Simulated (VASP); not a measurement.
# Cu (Copper): the relaxed cell at several levels, part 2 of 3

Aim: relax Cu (Copper) at several levels and hold each cell against experiment. LASPH is on for some levels and off for others; the table marks which. The start is a cell from a database of measured crystal structures.

VASP 6.6.1, plane waves and PAW; the level of theory is named at each step.

Still holding for the runs below: This run has no spin polarisation. Its electron count is odd, so without a moment it is a metal by construction.

So far, final volume (Å³): step 2 (relaxation, level LDA) 11.0; step 3 (relaxation, level PBEsol) 11.4.

## 4. Relaxation with PBE

This step: PBE; plane waves and PAW (Cu) (VASP 6.6.1).

PBE, the usual starting point, adds the gradient of the density.

INCAR reads:

```
SYSTEM = Cu
PREC = Accurate
ENCUT = 520
EDIFF = 1E-06
NELM = 100
ISMEAR = -1
SIGMA = 0.05
LREAL = .FALSE.
ALGO = Normal
GGA = PE
NBANDS = 11
LORBIT = 11
LWAVE = .FALSE.
LCHARG = .FALSE.
KPAR = 2
IBRION = 2
NSW = 60
ISIF = 3
EDIFFG = -0.01
```

POSCAR reads:

```
Cu
1.0
    0.0000000000      1.8075000000      1.8075000000
    1.8075000000      0.0000000000      1.8075000000
    1.8075000000      1.8075000000      0.0000000000
Cu
1
Direct
    0.0000000000      0.0000000000      0.0000000000
```

KPOINTS reads:

```
Automatic mesh
0
Gamma
13 13 13
0 0 0
```

Potentials, in the order of the species: Cu (PBE family, release 64).

Command:

```sh
mpirun -np 2 vasp_std
```

Output:

```text
[banner, memory and clock lines left out]
running    2 mpi-ranks, on    1 nodes
[...]
LDA part: xc-table for (Slater+PW92), standard interpolation
 POSCAR, INCAR and KPOINTS ok, starting setup
[...]
entering main loop
       N       E                     dE             d eps       ncg     rms          rms(c)
DAV:   1     0.409183859045E+02    0.40918E+02   -0.55779E+03  1987   0.168E+03
DAV:   2    -0.361923555693E+01   -0.44538E+02   -0.41520E+02  1890   0.203E+02
DAV:   3    -0.462810935437E+01   -0.10089E+01   -0.10062E+01  2158   0.379E+01
DAV:   4    -0.463433757835E+01   -0.62282E-02   -0.62276E-02  2047   0.264E+00
[...]
DAV:  10    -0.372833352185E+01   -0.23335E-05   -0.40667E-05  2702   0.109E-01    0.835E-03
DAV:  11    -0.372833249067E+01    0.10312E-05   -0.84100E-07  1411   0.178E-02    0.255E-04
DAV:  12    -0.372833256819E+01   -0.77523E-07   -0.61624E-08  1053   0.312E-03
   1 F= -.37283326E+01 E0= -.37269703E+01  d E =-.372833E+01
[...]
DAV:   3    -0.373282404774E+01    0.37260E-01   -0.27536E-01  2115   0.106E+01    0.443E-01
DAV:   4    -0.372916091921E+01    0.36631E-02   -0.74669E-03  2526   0.112E+00    0.493E-02
DAV:   5    -0.372913518567E+01    0.25734E-04   -0.21874E-04  2207   0.290E-01    0.139E-02
DAV:   6    -0.372913470375E+01    0.48192E-06   -0.58188E-06  1488   0.383E-02
   2 F= -.37291347E+01 E0= -.37277647E+01  d E =-.802136E-03
 trial-energy change:   -0.000802  1 .order   -0.000808   -0.003798    0.002181
 step:   0.6352(harm=  0.6352)  dis= 0.00000  next Energy=    -3.729539 (dE=-0.121E-02)
[...]
N       E                     dE             d eps       ncg     rms          rms(c)
DAV:   1    -0.374704754920E+01   -0.17912E-01   -0.29527E-01  2160   0.121E+01    0.110E+00
DAV:   2    -0.373598855271E+01    0.11059E-01   -0.25563E-01  2112   0.986E+00    0.465E-01
DAV:   3    -0.372996496847E+01    0.60236E-02   -0.41386E-02  2115   0.408E+00    0.151E-01
DAV:   4    -0.372951553771E+01    0.44943E-03   -0.49566E-04  2230   0.221E-01    0.283E-03
DAV:   5    -0.372951507099E+01    0.46672E-06   -0.65702E-06  2250   0.397E-02
   3 F= -.37295151E+01 E0= -.37281483E+01  d E =-.118250E-02
[...]
reached required accuracy - stopping structural energy minimisation
```

The job ended after 5 s (2 MPI ranks of Intel Xeon 6975P-C (Granite Rapids), shared host; peak memory 0.24 GiB).

OUTCAR, selected parts (step 4):

```text
  Total       -0.0043210     -0.0043210     -0.0043210      0.0000000      0.0000000      0.0000000
  in kB       -0.5775379     -0.5775379     -0.5775379      0.0000000      0.0000000      0.0000000
  external PRESSURE =      -0.5775379 kB  Pullay stress =       0.0000000 kB

 POSITION                                       TOTAL-FORCE (eV/Angst)
 -----------------------------------------------------------------------------------
      0.00000     -0.00000      0.00000        -0.000000      0.000000     -0.000000
 -----------------------------------------------------------------------------------
    total drift:                                0.000000      0.000000      0.000000

  FREE ENERGIE OF THE ION-ELECTRON SYSTEM (eV)
  ---------------------------------------------------
  free  energy   TOTEN  =        -3.7295150710 eV

  energy  without entropy=       -3.7267814641  energy(sigma->0) =       -3.72814827

[... 2 parts as in an earlier step ...]

[... 2 further parts left out ...]
[key lines of the parts left out:]
E-fermi :   7.5753
```

Relaxation path:

```csv
step,energy less that of the first step (eV),largest force (eV/Å),pressure (GPa),volume (Å³)
1,0.0000,0.0000,2.20,11.81
2,-0.0008,0.0000,-1.23,12.09
3,-0.0012,0.0000,-0.06,11.99
```

| conventional cell, symmetrised | before | after | change |
| --- | --- | --- | --- |
| a (Å) | 3.615 | 3.633 | +0.5 % |
| b (Å) | 3.615 | 3.633 | +0.5 % |
| c (Å) | 3.615 | 3.633 | +0.5 % |
| volume (Å³/atom) | 11.81 | 11.99 | +1.5 % |

The relaxed structure:

```cif
data_structure
_symmetry_space_group_name_H-M 'P 1'
_symmetry_Int_Tables_number 1
_cell_length_a 2.5689
_cell_length_b 2.5689
_cell_length_c 2.5689
_cell_angle_alpha 60.000
_cell_angle_beta 60.000
_cell_angle_gamma 60.000
_cell_volume 11.99
loop_
_atom_site_label
_atom_site_type_symbol
_atom_site_fract_x
_atom_site_fract_y
_atom_site_fract_z
_atom_site_occupancy
Cu1 Cu 0.00000 0.00000 0.00000 1
```

It ends at 11.99 Å³/atom, +1.5 % from the start, with -0.06 GPa left. The conventional cell has a = 3.633 Å.

## 5. Relaxation with r2SCAN

This step: r2SCAN; plane waves and PAW (Cu) (VASP 6.6.1).

r2SCAN adds the kinetic-energy density, costs more than a GGA and is run with LASPH.

Changes to INCAR since step 4:

```diff
@@ -9,3 +9,4 @@
 ALGO = Normal
-GGA = PE
+METAGGA = R2SCAN
+LASPH = .TRUE.
 NBANDS = 11
```

POSCAR is that of step 4.

KPOINTS is that of step 4.

Command:

```sh
mpirun -np 2 vasp_std
```

Output:

```text
[banner, memory and clock lines left out]
running    2 mpi-ranks, on    1 nodes
[...]
[... a notice as in an earlier step ...]

 LDA part: xc-table for (None), standard interpolation
 POSCAR, INCAR and KPOINTS ok, starting setup
[...]
entering main loop
       N       E                     dE             d eps       ncg     rms          rms(c)
DAV:   1     0.338798063056E+02    0.33880E+02   -0.56821E+03  1979   0.172E+03
DAV:   2    -0.122458058826E+02   -0.46126E+02   -0.43047E+02  1893   0.209E+02
DAV:   3    -0.133776375819E+02   -0.11318E+01   -0.11289E+01  2150   0.410E+01
DAV:   4    -0.133859190758E+02   -0.82815E-02   -0.82806E-02  2048   0.310E+00
[...]
DAV:  12    -0.108244192653E+02    0.74878E-05   -0.13779E-04  2143   0.231E-01    0.362E-03
DAV:  13    -0.108244205032E+02   -0.12379E-05   -0.64456E-07  1883   0.100E-02    0.346E-03
DAV:  14    -0.108244198223E+02    0.68088E-06   -0.73494E-07  1017   0.164E-02
   1 F= -.10824420E+02 E0= -.10823059E+02  d E =-.108244E+02
[... from here on, the cycles between the ionic steps are left out ...]
   2 F= -.10826677E+02 E0= -.10825321E+02  d E =-.225673E-02
   3 F= -.10828827E+02 E0= -.10827470E+02  d E =-.440670E-02
   4 F= -.10828818E+02 E0= -.10827462E+02  d E =-.439848E-02
   5 F= -.10828824E+02 E0= -.10827468E+02  d E =-.440455E-02
[...]
reached required accuracy - stopping structural energy minimisation
```

It took 40 s on 2 MPI ranks; peak memory 0.25 GiB; 79 s of CPU time.

OUTCAR, selected parts (step 5):

```text
  Total        0.0033654      0.0033654      0.0033654      0.0000000      0.0000000     -0.0000000
  in kB        0.4698053      0.4698053      0.4698053      0.0000000      0.0000000     -0.0000000
  external PRESSURE =       0.4698053 kB  Pullay stress =       0.0000000 kB

 POSITION                                       TOTAL-FORCE (eV/Angst)
 -----------------------------------------------------------------------------------
      0.00000      0.00000      0.00000         0.000000     -0.000000     -0.000000
 -----------------------------------------------------------------------------------
    total drift:                                0.000000     -0.000000      0.000000

  FREE ENERGIE OF THE ION-ELECTRON SYSTEM (eV)
  ---------------------------------------------------
  free  energy   TOTEN  =       -10.8288243703 eV

  energy  without entropy=      -10.8261111464  energy(sigma->0) =      -10.82746776

[... 2 parts as in an earlier step ...]

[... 2 further parts left out ...]
[key lines of the parts left out:]
E-fermi :   7.9440
```

Relaxation path:

```csv
step,energy less that of the first step (eV),largest force (eV/Å),pressure (GPa),volume (Å³)
1,0.0000,0.0000,-4.37,11.81
2,-0.0023,0.0000,3.23,11.27
3,-0.0044,0.0000,-0.29,11.49
4,-0.0044,0.0000,0.16,11.47
5,-0.0044,0.0000,0.05,11.48
```

```
conventional cell, symmetrised  before  after  change
                         a (Å)   3.615  3.581  -0.9 %
                         b (Å)   3.615  3.581  -0.9 %
                         c (Å)   3.615  3.581  -0.9 %
              volume (Å³/atom)   11.81  11.48  -2.8 %
```

The relaxed structure:

```xyz
1
Lattice="0.0000 1.7903 1.7903 1.7903 0.0000 1.7903 1.7903 1.7903 0.0000" Properties=species:S:1:pos:R:3 pbc="T T T"
Cu    0.0000    0.0000    0.0000
```

It ends at 11.48 Å³/atom, -2.8 % from the start, with 0.05 GPa left. The conventional cell has a = 3.581 Å.

## 6. Relaxation with PBE + D3(BJ)

This step: PBE with D3(BJ); plane waves and PAW (Cu) (VASP 6.6.1).

A dispersion term adds the long-range attraction that semilocal functionals lack. D3 with Becke-Johnson damping keeps a finite attraction at short range.

Changes to INCAR since step 5:

```diff
@@ -9,4 +9,4 @@
 ALGO = Normal
-METAGGA = R2SCAN
-LASPH = .TRUE.
+GGA = PE
+IVDW = 12
 NBANDS = 11
```

POSCAR is that of step 5.

KPOINTS is that of step 5.

Command:

```sh
mpirun -np 2 vasp_std
```

Output:

```text
[... set-up lines as in an earlier step ...]
 entering main loop
       N       E                     dE             d eps       ncg     rms          rms(c)
[... 12 cycles as in an earlier step ...]
   1 F= -.43113296E+01 E0= -.43099673E+01  d E =-.431133E+01
[...]
N       E                     dE             d eps       ncg     rms          rms(c)
DAV:   1    -0.471991560597E+01   -0.99158E+00   -0.16573E+01  2169   0.868E+01    0.861E+00
DAV:   2    -0.407152836308E+01    0.64839E+00   -0.15046E+01  2112   0.792E+01    0.348E+00
DAV:   3    -0.371542101790E+01    0.35611E+00   -0.21579E+00  2112   0.301E+01    0.103E+00
DAV:   4    -0.369453744370E+01    0.20884E-01   -0.19147E-02  2047   0.223E+00    0.201E-01
DAV:   5    -0.369316460098E+01    0.13728E-02   -0.94793E-03  2137   0.202E+00    0.513E-02
DAV:   6    -0.369312945661E+01    0.35144E-04   -0.10181E-04  2675   0.185E-01    0.131E-02
DAV:   7    -0.369312481313E+01    0.46435E-05   -0.11495E-05  1906   0.626E-02    0.115E-03
DAV:   8    -0.369312513707E+01   -0.32394E-06   -0.10050E-07  1116   0.467E-03
   2 F= -.43168464E+01 E0= -.43154879E+01  d E =-.551683E-02
 trial-energy change:   -0.005517  1 .order   -0.004532   -0.028564    0.019500
 step:   0.6232(harm=  0.5943)  dis= 0.00000  next Energy=    -4.320468 (dE=-0.914E-02)
[...]
N       E                     dE             d eps       ncg     rms          rms(c)
DAV:   1    -0.385067315428E+01   -0.15755E+00   -0.24398E+00  2160   0.366E+01    0.301E+00
DAV:   2    -0.375110674937E+01    0.99566E-01   -0.16896E+00  2106   0.258E+01    0.106E+00
DAV:   3    -0.371649741288E+01    0.34609E-01   -0.24748E-01  2112   0.103E+01    0.451E-01
DAV:   4    -0.371257081003E+01    0.39266E-02   -0.72561E-03  2486   0.108E+00    0.474E-02
DAV:   5    -0.371255080296E+01    0.20007E-04   -0.19062E-04  2289   0.272E-01    0.142E-02
DAV:   6    -0.371255060956E+01    0.19340E-06   -0.57956E-06  1493   0.395E-02
   3 F= -.43205100E+01 E0= -.43191533E+01  d E =-.918044E-02
[...]
reached required accuracy - stopping structural energy minimisation
```

Elapsed: 5.4 s, on 2 MPI ranks; peak memory 0.27 GiB; 9.9 s of CPU time.

OUTCAR, selected parts (step 6):

```text
 Edisp (eV)   -0.62372

 Edisp (eV)   -0.60796

  Total      -0.00513    -0.00513    -0.00513     0.00000     0.00000    -0.00000
  in kB      -0.72433    -0.72433    -0.72433     0.00000     0.00000    -0.00000
  external pressure =       -0.72 kB  Pullay stress =        0.00 kB

 POSITION                                       TOTAL-FORCE (eV/Angst)
 -----------------------------------------------------------------------------------
      0.00000     -0.00000      0.00000         0.000000      0.000000      0.000000
 -----------------------------------------------------------------------------------
    total drift:                                0.000000     -0.000000      0.000000

  FREE ENERGIE OF THE ION-ELECTRON SYSTEM (eV)
  ---------------------------------------------------
  free  energy   TOTEN  =        -4.3205100399 eV

  energy  without entropy=       -4.3177966483  energy(sigma->0) =       -4.31915334

[... 2 parts as in an earlier step ...]

[... 2 further parts left out ...]
[key lines of the parts left out:]
E-fermi :   8.2840
```

Dispersion corrections of this kind ignore metallic screening and tend to overbind metals.

It ends at 11.34 Å³/atom, -4.0 % from the start, with -0.07 GPa left. The conventional cell has a = 3.567 Å. Against plain PBE, the dispersion term moves a by -1.8 %.

## 7. Relaxation with r2SCAN + rVV10

This step: r2SCAN with rVV10; plane waves and PAW (Cu) (VASP 6.6.1).

LUSE_VDW switches on a nonlocal correlation term for dispersion.

Changes to INCAR since step 6:

```diff
@@ -9,4 +9,8 @@
 ALGO = Normal
-GGA = PE
-IVDW = 12
+METAGGA = R2SCAN
+LUSE_VDW = .TRUE.
+IVDW_NL = 2
+BPARAM = 11.95
+CPARAM = 0.0093
+LASPH = .TRUE.
 NBANDS = 11
```

POSCAR is that of step 6.

KPOINTS is that of step 6.

Command:

```sh
mpirun -np 2 vasp_std
```

Output:

```text
[banner, memory and clock lines left out]
running    2 mpi-ranks, on    1 nodes
[...]
|                                                                             |
|               ----> ADVICE to this user running VASP <----                  |
|                                                                             |
|     You have switched on vdW-DFT.                                           |
|     This routine was written and supplied by Jiri Klimes. We recommend      |
|     that you carefully read and cite the following publications:            |
|       J. Klimes, D.R. Bowler, A. Michelides                                 |
|          J. Phys.: Cond Matt. 22 022201 (2010)                              |
|       J. Klimes, D.R. Bowler, A. Michelides                                 |
|          Phys. Rev. B. 83, 195131 (2011)                                    |
|     and references therein.                                                 |
|                                                                             |

[...]
Total rVV10 correction in eV:      0.2935931    11.9254002
Total rVV10 correction in eV:      0.2935931    11.9254002
DAV:  12    -0.105306934145E+02    0.70479E-05   -0.13225E-04  2143   0.226E-01    0.352E-03
Total rVV10 correction in eV:      0.2935935    11.9254002
Total rVV10 correction in eV:      0.2935935    11.9254002
DAV:  13    -0.105306946227E+02   -0.12082E-05   -0.61546E-07  1853   0.979E-03    0.336E-03
Total rVV10 correction in eV:      0.2935875    11.9254002
Total rVV10 correction in eV:      0.2935875    11.9254002
DAV:  14    -0.105306939829E+02    0.63983E-06   -0.68701E-07  1011   0.159E-02
Total rVV10 correction in eV:      0.2935813    11.9254002
Total rVV10 correction in eV:      0.2935813    11.9254002
Total rVV10 correction in eV:      0.2935852    11.9254002
Total rVV10 correction in eV:      0.2935852    11.9254002
   1 F= -.10530694E+02 E0= -.10529332E+02  d E =-.105307E+02
[... from here on, the cycles between the ionic steps are left out ...]
   2 F= -.10534920E+02 E0= -.10533561E+02  d E =-.422609E-02
   3 F= -.10539353E+02 E0= -.10537995E+02  d E =-.865876E-02
   4 F= -.10539340E+02 E0= -.10537982E+02  d E =-.864634E-02
   5 F= -.10539350E+02 E0= -.10537992E+02  d E =-.865621E-02
[...]
reached required accuracy - stopping structural energy minimisation
```

Run time: 65 s. Hardware: 2 MPI ranks; peak memory 0.35 GiB; 2.1 min of CPU time.

Parts of OUTCAR (step 7):

```text
  Total        0.0035098      0.0035098      0.0035098     -0.0000000      0.0000000      0.0000000
  in kB        0.4953154      0.4953154      0.4953154     -0.0000000      0.0000000      0.0000000
  external PRESSURE =       0.4953154 kB  Pullay stress =       0.0000000 kB

 POSITION                                       TOTAL-FORCE (eV/Angst)
 -----------------------------------------------------------------------------------
     -0.00000      0.00000      0.00000         0.000000      0.000000      0.000000
 -----------------------------------------------------------------------------------
    total drift:                                0.000000      0.000000      0.000000

  FREE ENERGIE OF THE ION-ELECTRON SYSTEM (eV)
  ---------------------------------------------------
  free  energy   TOTEN  =       -10.5393501961 eV

  energy  without entropy=      -10.5366343627  energy(sigma->0) =      -10.53799228

[... 2 parts as in an earlier step ...]

[... 2 further parts left out ...]
[key lines of the parts left out:]
E-fermi :   8.0614
```

It ends at 11.35 Å³/atom, -3.9 % from the start, with 0.05 GPa left. The conventional cell has a = 3.568 Å. Against plain r2SCAN, the dispersion term moves a by -0.4 %.

## 8. Relaxation with vdW-DF-cx

This step: vdW-DF-cx; plane waves and PAW (Cu) (VASP 6.6.1).

vdW-DF-cx takes its exchange from the same plasmon model as its correlation.

Changes to INCAR since step 7:

```diff
@@ -9,7 +9,5 @@
 ALGO = Normal
-METAGGA = R2SCAN
+GGA = CX
+AGGAC = 0
 LUSE_VDW = .TRUE.
-IVDW_NL = 2
-BPARAM = 11.95
-CPARAM = 0.0093
 LASPH = .TRUE.
```

POSCAR is that of step 7.

KPOINTS is that of step 7.

Command:

```sh
mpirun -np 2 vasp_std
```

Output:

```text
[banner, memory and clock lines left out]
running    2 mpi-ranks, on    1 nodes
[...]
[... a notice as in an earlier step ...]

 [... a notice as in an earlier step ...]

 LDA part: xc-table for (Slater+PW92), standard interpolation
 POSCAR, INCAR and KPOINTS ok, starting setup
[...]
entering main loop
       N       E                     dE             d eps       ncg     rms          rms(c)
DAV:   1     0.436229297408E+02    0.43623E+02   -0.55742E+03  1987   0.168E+03
DAV:   2    -0.966921920717E+00   -0.44590E+02   -0.41567E+02  1893   0.203E+02
DAV:   3    -0.198161285019E+01   -0.10147E+01   -0.10120E+01  2161   0.380E+01
DAV:   4    -0.198791724036E+01   -0.63044E-02   -0.63037E-02  2042   0.265E+00
[...]
DAV:   9    -0.103654963720E+01    0.17960E-02   -0.10914E-02  2205   0.193E+00    0.274E-02
DAV:  10    -0.103655465472E+01   -0.50175E-05   -0.44210E-05  2728   0.115E-01    0.677E-03
DAV:  11    -0.103655514877E+01   -0.49405E-06   -0.62815E-07  1560   0.136E-02
[...]
DAV:   6    -0.103960236735E+01    0.14956E-04   -0.44516E-05  2684   0.117E-01    0.597E-03
DAV:   7    -0.103960118568E+01    0.11817E-05   -0.23441E-06  1188   0.275E-02    0.751E-04
DAV:   8    -0.103960133599E+01   -0.15031E-06   -0.95095E-08   996   0.461E-03
   2 F= -.10396013E+01 E0= -.10382608E+01  d E =-.304619E-02
 trial-energy change:   -0.003046  1 .order   -0.002595   -0.014309    0.009119
 step:   0.6375(harm=  0.6108)  dis= 0.00000  next Energy=    -1.041233 (dE=-0.468E-02)
[...]
N       E                     dE             d eps       ncg     rms          rms(c)
DAV:   1    -0.110600080802E+01   -0.66400E-01   -0.11286E+00  2160   0.246E+01    0.207E+00
DAV:   2    -0.106057817014E+01    0.45423E-01   -0.82274E-01  2109   0.180E+01    0.765E-01
DAV:   3    -0.104308091649E+01    0.17497E-01   -0.12382E-01  2115   0.722E+00    0.304E-01
DAV:   4    -0.104124961033E+01    0.18313E-02   -0.29274E-03  2333   0.657E-01    0.242E-02
DAV:   5    -0.104124779965E+01    0.18107E-05   -0.48229E-05  2383   0.129E-01    0.930E-03
DAV:   6    -0.104124777797E+01    0.21678E-07   -0.28979E-06  1299   0.283E-02
   3 F= -.10412478E+01 E0= -.10399067E+01  d E =-.469263E-02
[...]
reached required accuracy - stopping structural energy minimisation
```

Elapsed: 23 s, on 2 MPI ranks; peak memory 0.45 GiB.

Parts of OUTCAR (step 8):

```text
  Total       -0.0004381     -0.0004381     -0.0004381      0.0000000     -0.0000000      0.0000000
  in kB       -0.0611829     -0.0611829     -0.0611829      0.0000000     -0.0000000      0.0000000
  external PRESSURE =      -0.0611829 kB  Pullay stress =       0.0000000 kB

 POSITION                                       TOTAL-FORCE (eV/Angst)
 -----------------------------------------------------------------------------------
      0.00000      0.00000      0.00000         0.000000      0.000000      0.000000
 -----------------------------------------------------------------------------------
    total drift:                                0.000000      0.000000      0.000000

  FREE ENERGIE OF THE ION-ELECTRON SYSTEM (eV)
  ---------------------------------------------------
  free  energy   TOTEN  =        -1.0412477780 eV

  energy  without entropy=       -1.0385655761  energy(sigma->0) =       -1.03990668

[... 2 parts as in an earlier step ...]

[... 2 further parts left out ...]
[key lines of the parts left out:]
E-fermi :   7.9691
```

It ends at 11.47 Å³/atom, -2.9 % from the start, with -0.01 GPa left. The conventional cell has a = 3.580 Å.

[end of part 2 of 3]

[Lines on the potential files, build, host, timing and source positions are cut from VASP's logs without a mark.]

[Logs are printed without paths, hosts, clocks, repeated set-up lines and the standing remarks that a program may print on its own settings, such as how far it seeks lower states.]

[Hosts, paths, dates, database ids (printed as entryN), source tags and the programs' standing remarks are cut or masked in the printed files.]

[A measured line is paired with the nearest computed mode of its activity, which favours agreement.]
